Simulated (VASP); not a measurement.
YSc3:

```xyz
4
Lattice="1.7071 -2.4139 0.0000 1.7071 2.4139 0.0000 0.0000 0.0000 10.3022" Properties=species:S:1:pos:R:3 pbc="T T T"
Y     1.7071    0.0000    5.1511
Sc    0.0000    0.0000    0.0000
Sc    0.8536    1.2069    7.7186
Sc    0.8536   -1.2069    2.5835
```

The cell was built by a generator and needn't be a form met in nature.

- Program: VASP 6.6.1
- Task: relaxation of the atoms
- Functional: RPBE
- Potentials or basis: VASP PAW PBE potentials, release 64 (Y_sv, Sc_sv)
- Cutoff: 520 eV
- k mesh: 10 × 10 × 3
- Occupations: methfessel-paxton, width 0.1 eV
- Spin: no spin polarisation

At the start: pressure 17.6 GPa; volume 21.23 Å³/atom.

Problem. Where does the relaxation end?

Solution. Over 4 steps the energy falls by 7.8 meV/atom; space group C222 (No. 21, to 0.05 Å).

Step by step:
| step | energy change (eV) | largest force (eV/Å) | pressure (GPa) |
| --- | --- | --- | --- |
| 1 | 0.0000 | 0.4049 | 17.60 |
| 2 | -0.0137 | 0.3023 | 17.58 |
| 3 | -0.0312 | 0.0126 | 17.58 |
| 4 | -0.0312 | 0.0022 | 17.58 |

Final structure:
```
CELL_PARAMETERS angstrom
1.70715 -2.41387 0.00000
1.70715 2.41387 0.00000
0.00000 0.00000 10.30217
ATOMIC_POSITIONS crystal
Y 0.50000 0.50000 0.50000
Sc 0.00000 0.00000 0.00000
Sc 0.00000 0.50000 0.75695
Sc 0.50000 0.00000 0.24305
```

Caveat: the PAW data sets were made with another functional, which shifts forces and pressure a little.
